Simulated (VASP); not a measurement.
Be3ZnTe4, 8 atoms in the cell. The structure is tetragonal, space group P-4m2 (No. 115). Conventional cell: a = 4.090 Å, b = 4.090 Å, c = 11.656 Å, α = 90.00°, β = 90.00°, γ = 90.00°. Be (site symmetry 2mm) has 4 Te at 2.47 to 2.48 Å as nearest neighbours. Around Be (site symmetry -4m2) lie 4 Te at 2.47 Å. Zn (site symmetry -4m2) is surrounded by 4 Te at 2.63 Å. Around Te (site symmetry 2mm) lie 2 Be at 2.47 Å and 2 Zn at 2.63 Å. Te (site symmetry 2mm) has 4 Be at 2.47 to 2.48 Å as nearest neighbours. The cell was built by a generator and needn't be a form met in nature.

| Quantity | Value |
| --- | --- |
| Program | VASP 6.6.1 |
| Task | relaxation of cell and atoms |
| Functional | PBE |
| Potentials or basis | VASP PAW PBE potentials, release 64 (Be, Zn, Te) |
| Cutoff | 520 eV |
| k mesh | 6 × 6 × 2 |
| Occupations | gaussian, width 0.03 eV |
| Spin | no spin polarisation |
| Further INCAR settings | ALGO = Normal; EDIFF = 1e-07; IBRION = 2; POTIM = 0.3; EDIFFG = -0.005; NSW = 60; ISIF = 3 |

Potentials or basis: VASP PAW PBE potentials, release 64 (Be, Zn, Te).

The run is started by

```sh
$ cat potpaw_PBE.64/Be/POTCAR potpaw_PBE.64/Zn/POTCAR potpaw_PBE.64/Te/POTCAR > POTCAR
$ mpirun -np 8 vasp_std > vasp.out
```

Hardware: 8 MPI ranks on Intel(R) Xeon(R) 6975P-C (Granite Rapids), on a shared host.

Q: How long does it take, and how much memory?

A: It took 29 s on 8 MPI ranks on Intel(R) Xeon(R) 6975P-C (Granite Rapids), with other jobs on the host, peak memory 0.38 GiB a rank. Counts: scf iterations 30, k points 20, ion steps 3.
